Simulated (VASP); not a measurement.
# CsLi2 (P-6m2) in VASP: notebook

Aim: see how the results for CsLi2 move with the level of theory and the settings. Levels: PBEsol, PBE, LDA. Tasks: relaxation of cell and atoms.

All numbers are computed with VASP 6.6.1; they aren't measurements. Logs are shortened: lines on timing, memory, paths and dates and some standing lists are left out, and cuts for length are marked.

## (1) The crystal as given

It takes space group P-6m2 (No. 187, hexagonal). The conventional cell has a = 3.966 Å, b = 3.966 Å, c = 10.028 Å, α = 90.00°, β = 90.00°, γ = 120.00°. Around Cs (site symmetry -6m2) lie 6 Cs at 3.97 Å and 6 Li at 4.18 Å. Li (site symmetry 3m) is surrounded by 1 Li at 3.04 Å.

The cell was built by a generator and needn't be a form met in nature.

## (2) Relaxation of cell and atoms, PBEsol

Input file INCAR:

```
PREC = Accurate
ENCUT = 600
EDIFF = 1E-6
ISMEAR = -1
SIGMA = 0.05
LREAL = False
LASPH = True
NELM = 60
ALGO = Fast
ISIF = 3
LWAVE = False
LCHARG = False
GGA = PS
IBRION = 2
NSW = 60
EDIFFG = -0.005
```

Input file KPOINTS:

```
Automatic mesh
0
Gamma
  6 6 3
```

Input file POSCAR:

```
CsLi2
1.0
    3.9663300000      0.0000000000      0.0000000000
   -1.9831700000      3.4349500000      0.0000000000
    0.0000000000      0.0000000000     10.0283800000
Cs Li
1 2
Direct
    0.0000000000      0.0000000000      0.0000000000
    0.3333300000      0.6666700000      0.3486300000
    0.3333300000      0.6666700000      0.6513700000
```

Potentials or basis: VASP PAW PBE potentials, release 64 (Cs_sv, Li_sv).

Launch:

```
$ cat potpaw_PBE.64/Cs_sv/POTCAR potpaw_PBE.64/Li_sv/POTCAR > POTCAR
$ mpirun -np 1 vasp_std > vasp.out
```

OUTCAR:

```text
PREC = Accurate
   ENCUT = 600
   EDIFF = 1E-6
   ISMEAR = -1
   LREAL = False
   LASPH = True
   NELM = 60
   ISIF = 3
   GGA = PS
   IBRION = 2
   NSW = 60
   EDIFFG = -0.005

 ion  position               nearest neighbor table
   1  0.000  0.000  0.000-
   2  0.333  0.667  0.349-
   3  0.333  0.667  0.651-

  LATTYP: Found a hexagonal cell.
 ALAT       =     3.9663300000
 C/A-ratio  =     2.5283776186

  Lattice vectors:

 A1 = (   3.9663300000,   0.0000000000,   0.0000000000)
 A2 = (  -1.9831700000,   3.4349500000,   0.0000000000)
 A3 = (   0.0000000000,   0.0000000000,  10.0283800000)

Analysis of symmetry for initial positions (statically):
=====================================================================
 Subroutine PRICEL returns:
 Original cell was already a primitive cell.

 Routine SETGRP: Setting up the symmetry group for a
 hexagonal supercell.

 Subroutine GETGRP returns: Found  4 space group operations
 (whereof  4 operations were pure point group operations)
 out of a pool of 24 trial point group operations.

The static configuration has the point symmetry C_2v.

Analysis of symmetry for dynamics (positions and initial velocities):
=====================================================================
 Subroutine PRICEL returns:
 Original cell was already a primitive cell.

 Routine SETGRP: Setting up the symmetry group for a
 hexagonal supercell.

 Subroutine GETGRP returns: Found  4 space group operations
 (whereof  4 operations were pure point group operations)
 out of a pool of 24 trial point group operations.

The dynamic configuration has the point symmetry C_2v.

 Subroutine INISYM returns: Found  4 space group operations
 (whereof  4 operations are pure point group operations),
 and found     1 'primitive' translations

----------------------------------------------------------------------------------------

                                     Primitive cell

  volume of cell :     136.6281

  direct lattice vectors                    reciprocal lattice vectors
     3.966330000  0.000000000  0.000000000     0.252122239  0.145562893  0.000000000
    -1.983170000  3.434950000  0.000000000     0.000000000  0.291125053  0.000000000
     0.000000000  0.000000000 10.028380000     0.000000000  0.000000000  0.099717003

  length of vectors
     3.966330000  3.966338961 10.028380000     0.291125710  0.291125053  0.099717003

  position of ions in fractional coordinates (direct lattice)
     0.000000000  0.000000000  0.000000000
     0.333330000  0.666670000  0.348630000
     0.333330000  0.666670000  0.651370000

  ion indices of the primitive-cell ions
   primitive index   ion index
                 1           1
                 2           2
                 3           3

----------------------------------------------------------------------------------------

 KPOINTS: Automatic mesh

Automatic generation of k-mesh.
 Grid dimensions read from file:
 generate k-points for:    6    6    3

 Generating k-lattice:

  Cartesian coordinates                     Fractional coordinates (reciprocal lattice)
     0.042020373  0.024260482  0.000000000     0.166666667  0.000000000  0.000000000
     0.000000000  0.048520842  0.000000000     0.000000000  0.166666667  0.000000000
     0.000000000  0.000000000  0.033239001     0.000000000  0.000000000  0.333333333

  Length of vectors
     0.048520952  0.048520842  0.033239001

  Shift w.r.t. Gamma in fractional coordinates (k-lattice)
     0.000000000  0.000000000  0.000000000

 Subroutine IBZKPT returns following result:
 ===========================================

 Found     26 irreducible k-points:

 Following reciprocal coordinates:
            Coordinates               Weight
  0.000000  0.000000  0.000000      1.000000
  0.166667  0.000000  0.000000      4.000000
 -0.166667  0.166667  0.000000      2.000000
  0.333333  0.000000  0.000000      4.000000
 -0.333333  0.333333  0.000000      2.000000
  0.500000  0.000000  0.000000      2.000000
[... 16 lines left out ...]
  0.333333  0.166667  0.333333      8.000000
 -0.166667  0.500000  0.333333      8.000000
 [... further k-points ...]
   k-points           NKPTS =     26   k-points in BZ     NKDIM =     26   number of bands    NBANDS=     11
   number of dos      NEDOS =    301   number of ions     NIONS =      3
   total plane-waves  NPLWV =  81920
   dimension x,y,z NGX =    32 NGY =   32 NGZ =   80
   dimension x,y,z NGXF=    64 NGYF=   64 NGZF=  160
   ions per type =               1   2
   NGX,Y,Z   is equivalent  to a cutoff of  13.41, 13.41, 13.26 a.u.
   NGXF,Y,Z  is equivalent  to a cutoff of  26.83, 26.83, 26.52 a.u.
 SYSTEM =  unknown system
   PREC   = accura    normal or accurate (medium, high low for compatibility)
   ISTART =      0    job   : 0-new  1-cont  2-samecut
   ICHARG =      2    charge: 1-file 2-atom 10-const
   ISPIN  =      1    spin polarized calculation?
   LNONCOLLINEAR =      F non collinear calculations
   LSORBIT =      F    spin-orbit coupling
   LASPH  =      T    aspherical Exc in radial PAW
   ENCUT  =  600.0 eV  44.10 Ry    6.64 a.u.   7.92  7.92 20.03*2*pi/ulx,y,z
   NELM   =     60;   NELMIN=  2; NELMDL= -5     # of ELM steps
   EDIFF  = 0.1E-05   stopping-criterion for ELM
   LREAL  =      F    real-space projection
   EDIFFG = -.5E-02   stopping-criterion for IOM
   NSW    =     60    number of steps for IOM
   IBRION =      2    ionic relax: 0-MD 1-quasi-New 2-CG
   NFREE  =      1    steps in history (QN), initial steepest desc. (CG)
   ISIF   =      3    stress and relaxation
   ISYM   =      2    0-nonsym 1-usesym 2-fastsym
   POTIM  = 0.5000    time-step for ionic-motion
   TEBEG  =    0.0;   TEEND  =   0.0 temperature during run
   PSTRESS=    0.0 pullay stress
   NELECT =      15.0000    total number of electrons
   NUPDOWN=      -1.0000    fix difference up-down
   EMIN   =  10.00;   EMAX   =-10.00  energy-range for DOS
   EFERMI =   0.00;   METHOD = LEGACY
   ISMEAR =    -1;   SIGMA  =   0.05  broadening in eV -4-tet -1-fermi 0-gaus
   EFERMI_NEDOS =   21; number of points for ismear=-14 and -15
   IALGO  =     68    algorithm
   IMIX   =      4    mixing-type and parameters
     AMIX     =   0.40;   BMIX     =  1.00
     AMIX_MAG =   1.60;   BMIX_MAG =  1.00
  volume/ion in A,a.u.               =      45.54       307.34
  Fermi-wavevector in a.u.,A,eV,Ry     =   0.783896  1.481349  8.360689  0.614493
  Thomas-Fermi vector in A             =   1.887918
   LORBIT       =      0    0 simple, 1 ext, 2 COOP (PROOUT), +10 PAW based schemes
   GGA     = PS    functional components
   LHFCALC =     F    Hartree Fock is set to
   AEXX    =    0.0000 exact exchange contribution
   IVDW    =     0    specifies the selected vdW correction
   LEPSILON=     F    determine dielectric tensor
   LRPA    =     F    only Hartree local field effects (RPA)
 conjugate gradient relaxation of ions
 non-spin polarized calculation
 RMM-DIIS sequential band-by-band and
  energy-cutoff  :      600.00
  volume of cell :      136.63
 maximum number of plane-waves:      4587
   NGX = 15   NGY = 15   NGZ = 41

--------------------------------------- Ionic step        1  -------------------------------------------

 number of electron      14.9999995 magnetization

 Free energy of the ion-electron system (eV)
  ---------------------------------------------------
  ext. energy  EPLUGINS =         0.00000000
  ---------------------------------------------------
  free energy    TOTEN  =        -3.76753281 eV

  energy without entropy =       -3.74544056  energy(sigma->0) =       -3.75648668

------------------------ aborting loop because EDIFF is reached ----------------------------------------

  FORCE on cell =-STRESS in cart. coord.  units (eV):
  Direction    XX          YY          ZZ          XY          YZ          ZX
  --------------------------------------------------------------------------------------
  -------------------------------------------------------------------------------------
  Total       -0.2860644     -0.2860234     -0.2738636      0.0000369      0.0000000      0.0000000
  in kB       -3.3545502     -3.3540702     -3.2114775      0.0004332      0.0000000      0.0000000
  external PRESSURE =      -3.3066993 kB  Pullay stress =       0.0000000 kB
[... 92 lines left out ...]
  FREE ENERGIE OF THE ION-ELECTRON SYSTEM (eV)
  ---------------------------------------------------
  free  energy   TOTEN  =        -3.7774470252 eV

  energy  without entropy=       -3.7536129604  energy(sigma->0) =       -3.76552999

[... ionic steps 4 to 7 ...]

--------------------------------------- Ionic step        8  -------------------------------------------

 number of electron      15.0000007 magnetization

------------------------ aborting loop because EDIFF is reached ----------------------------------------
[... 69 lines left out ...]
--------------------------------------- Ionic step       10  -------------------------------------------

 number of electron      15.0000008 magnetization

 Free energy of the ion-electron system (eV)
  ---------------------------------------------------
  ext. energy  EPLUGINS =         0.00000000
  ---------------------------------------------------
  free energy    TOTEN  =        -3.78053350 eV

  energy without entropy =       -3.75448386  energy(sigma->0) =       -3.76750868

 E-fermi :   0.7626     XC(G=0):  -6.6920

 val. band max:        0.7585919047   @ k =   0.5000   0.5000   0.3333
 cond. band min:       0.8510544111   @ k =   0.5000   0.5000   0.0000
 fundamental gap:      0.0924625064
 Fermi energy:         0.7625766176

 k-point     1 :       0.0000    0.0000    0.0000
  band No.  band energies     occupation
      1     -46.0973      2.00000
      2     -46.0931      2.00000
      3     -23.1346      2.00000
      4      -9.8842      2.00000
      5      -8.9271      2.00000
      6      -8.9271      2.00000
      7      -1.6166      2.00000
      8      -0.0175      2.00000
      9       0.1949      1.99998
     10       1.7810      0.00000
     11       4.1629      0.00000
[... 309 lines left out ...]
 k-point    24 :      -0.1667    0.5000    0.3333
  band No.  band energies     occupation
      1     -46.0967      2.00000
      2     -46.0925      2.00000
      3     -22.8275      2.00000
      4     -10.7199      2.00000
      5      -9.7198      2.00000
      6      -9.4519      2.00000
      7       0.6356      1.85381
      8       1.2600      0.00010
      9       1.8243      0.00000
     10       2.2983      0.00000
     11       2.9550      0.00000

 [... further k-points ...]

------------------------ aborting loop because EDIFF is reached ----------------------------------------

  FORCE on cell =-STRESS in cart. coord.  units (eV):
  Direction    XX          YY          ZZ          XY          YZ          ZX
  --------------------------------------------------------------------------------------
  -------------------------------------------------------------------------------------
  Total       -0.0018945     -0.0019566     -0.0146508     -0.0000538      0.0000000      0.0000000
  in kB       -0.0242703     -0.0250659     -0.1876902     -0.0006889      0.0000000      0.0000000
  external PRESSURE =      -0.0790088 kB  Pullay stress =       0.0000000 kB
[... 18 lines left out ...]
  FREE ENERGIE OF THE ION-ELECTRON SYSTEM (eV)
  ---------------------------------------------------
  free  energy   TOTEN  =        -3.7805334960 eV

  energy  without entropy=       -3.7544838636  energy(sigma->0) =       -3.76750868

 reached required accuracy - stopping structural energy minimisation
```

Run time: 4.2 min. Hardware: 1 thread of AMD EPYC 9R45 (Zen 5), shared host; peak memory 0.28 GiB.

Results:

```
Free energy                            : -3.7805 eV
Relaxed volume                         : 41.69 Å³/atom
Relaxed cell                           : a = 3.828 Å, b = 3.828 Å, c = 9.855 Å, α = 90.00°, β = 90.00°, γ = 120.00°
Space group after relaxing (to 0.05 Å) : P-6m2 (No. 187)
Energy gained by relaxing              : 4.3 meV/atom
Ionic steps                            : 10
Pressure after relaxing                : 0.0 GPa
Largest force after relaxing           : 0.003 eV/Å
Band gap on the k mesh                 : none (metal or under the smearing width)
```

Forces in eV/Å, atoms in the order of the input:
```
Cs   0.000  0.000  0.000
Li   0.000  0.000  0.003
Li   0.000  0.000 -0.003
```

The path:
```csv
step,energy change (eV),largest force (eV/Å),pressure (GPa),volume (Å³)
1,0.0000,0.0099,-0.33,136.63
2,-0.0036,0.0106,-0.28,134.78
3,-0.0099,0.0131,-0.14,130.00
4,-0.0088,0.0166,0.19,120.79
5,-0.0118,0.0153,0.01,125.81
6,-0.0125,0.0130,0.01,125.46
7,-0.0129,0.0095,0.01,124.96
8,-0.0129,0.0088,0.01,124.85
9,-0.0130,0.0068,0.00,124.91
10,-0.0130,0.0035,-0.01,125.06
```

Final structure:
```yaml
crystal:
  lattice:
    - [3.82791, -0.00002, 0.00000]
    - [-1.91397, 3.31507, 0.00000]
    - [0.00000, 0.00000, 9.85548]
  atoms:
    - { symbol: Cs, position: [0.00000, 0.00000, 0.00000] }
    - { symbol: Li, position: [0.33333, 0.66667, 0.34976] }
    - { symbol: Li, position: [0.33333, 0.66667, 0.65024] }
```

Caveat: the cutoff is under 1.25 times the usual one of these potentials, so pressure, stress and relaxed cells hold a basis-set (Pulay) error; the PAW data sets were made with another functional, which shifts forces and pressure a little.

[end of part 1 of 2]
